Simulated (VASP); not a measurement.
Input:

```yaml
crystal:
  lattice:
    - [0.00000, 2.40345, 2.40345]
    - [2.40345, 0.00000, 2.40345]
    - [2.40345, 2.40345, 0.00000]
  atoms:
    - { symbol: Ca, position: [0.00000, 0.00000, 0.00000] }
    - { symbol: O, position: [0.50000, 0.50000, 0.50000] }
```

Calculation: optB88-vdW, VASP's PBE PAW potentials (set 64) (plane waves; VASP 6.6.1). Numerical set-up: 520 eV cut-off, Gaussian smearing of 0.050 eV, potentials Ca_sv O.

Task: Give the energies of bands 6 to 11 at the high-symmetry points, in eV from the valence-band maximum.

Result: 
| band | Γ | X | U | L | W |
|---|---|---|---|---|---|
| 6 | 0.00 | -1.28 | -1.32 | -2.61 | -1.28 |
| 7 | 0.00 | -0.37 | -1.19 | -1.20 | -1.04 |
| 8 | 0.00 | -0.37 | -0.78 | -1.20 | -1.04 |
| 9 | 4.85 | 3.67 | 5.16 | 7.05 | 6.32 |
| 10 | 6.19 | 8.03 | 7.99 | 8.30 | 6.32 |
| 11 | 6.19 | 8.85 | 8.54 | 8.30 | 8.36 |

The gap is indirect, 3.67 eV, from the valence maximum at Γ to the conduction minimum at X.

The compound is CaO in the rock salt structure. It was relaxed first.
